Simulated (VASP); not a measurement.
Given:

```yaml
crystal:
  lattice:
    - [4.27391, 0.00000, 0.00000]
    - [0.00000, 4.27391, 0.00000]
    - [0.00000, 0.00000, 7.52554]
  atoms:
    - { symbol: La, position: [0.00000, 0.50000, 0.00000] }
    - { symbol: La, position: [0.50000, 0.00000, 0.50000] }
    - { symbol: P, position: [0.00000, 0.00000, 0.25000] }
    - { symbol: P, position: [0.00000, 0.00000, 0.75000] }
```

The numbers are results of PBE GGA, VASP's PBE PAW potentials (set 64) (plane waves; VASP 6.6.1), not measurements. Numerical set-up: 400 eV cut-off, 5×5×3 Γ-centred mesh, first-order Methfessel-Paxton smearing of 0.020 eV, potentials La P.

Problem. Estimate the energy per atom (σ→0), pressure, band gap (on the k-mesh) with the smallest direct gap where there is one.

Solution. 
```
Property                                                     Value
------------------------  ----------------------------------------
band gap (on the k-mesh)  none (metal, semimetal or under 0.01 eV)
energy per atom (σ→0)                               -5.887 eV/atom
pressure                                                 15.9 kbar
```

Only differences to runs with the same potentials and settings are physical.

The structure was generated: LaP was put into the PtS type (P4_2/mmc), which need not be its known phase. The cell was not relaxed at this level. The run is one of a series of settings (ISMEAR = 1, SIGMA = 0.02 against the base run), some of them coarse on purpose.
